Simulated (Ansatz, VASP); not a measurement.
# ScGaN: VASP beside Ansatz

INCAR

```
SYSTEM = ScGaN
PREC = Accurate ; ENCUT = 600
EDIFF = 1E-6 ; ISMEAR = 0
SIGMA = 0.1 ; LREAL = .False.
LASPH = .True. ; NELM = 60
ALGO = Normal ; ISIF = 3
LWAVE = .False. ; LCHARG = .False.
GGA = PE ; IBRION = 2
NSW = 90 ; EDIFFG = -0.04
```

The input KPOINTS:

```
regular mesh
0
Gamma
  6 6 4
  0 0 0
```

POSCAR

```
ScGaN
1.0
    3.8755010500      0.0000000000      0.0000000000
   -1.9377505200      3.3562823600      0.0000000000
    0.0000000000      0.0000000000      3.8368079200
Sc Ga N
1 1 1
Direct
    0.6666666700      0.3333333300      0.5000000000
    0.0000000000      0.0000000000      0.0000000000
    0.3333333300      0.6666666700      0.5000000000
```

Input for Ansatz:

```yaml
crystal:
  lattice:
    - [3.87550105, 0.0, 0.0]
    - [-1.93775052, 3.35628236, 0.0]
    - [0.0, 0.0, 3.83680792]
  atoms:
    - { symbol: Sc, position: [0.66666667, 0.33333333, 0.5] }
    - { symbol: Ga, position: [0.0, 0.0, 0.0] }
    - { symbol: "N", position: [0.33333333, 0.66666667, 0.5] }
basis:
  ecutwfc: 420
kpoints:
  mp_grid: { grid: [6, 6, 4] }
hamiltonian:
  xc: pbe
scf:
  occupations: { method: gaussian, width: 0.1 }
  lower_state_search: "off"
output:
  forces: true
  stress: true
  eigenvalues: true
relax:
  adjacent_minimum: "off"
  f_tol: 0.04
  max_steps: 70
  cell: { stress_tol: 0.4 }
```

Change from the starting cell: species swapped into the HoZnSi type (P-6m2, No. 187).

Alike in both runs: task relaxation of cell and atoms; functional PBE; k mesh 6 × 6 × 4; occupations gaussian, width 0.1 eV; no spin polarisation.

|  | VASP | Ansatz |
| --- | --- | --- |
| version | VASP 6.6.1 | Ansatz 0.2.0 |
| potentials or method | VASP PAW PBE potentials, release 64 (Sc_sv, Ga_d, N) | scalar-relativistic, plane waves, PAW |
| plane-wave cutoff (eV) | 600 | 420 |
| valence electrons in the cell | 29 | 29 |

Ansatz gave:

```
gap on the k mesh at the Fermi level, each at its own relaxed structure (eV) : none
relaxed volume (Å³/atom)                                                     : 18.14
relaxed cell length with the largest relative difference (Å)                 : 5.071
energy change over the relaxation (meV/atom)                                 : -296
```

Question: What did VASP give for the same quantities?

Answer: gap on the k mesh at the Fermi level, each at its own relaxed structure (eV): none; relaxed volume (Å³/atom): 17.78; relaxed cell length with the largest relative difference (Å): 4.934; energy change over the relaxation (meV/atom): -281.

A gap of «none» marks a metal or a gap that the smearing closes.

Caveats: the k mesh is coarse (spacing up to 0.41 Å⁻¹), so the values aren't converged.
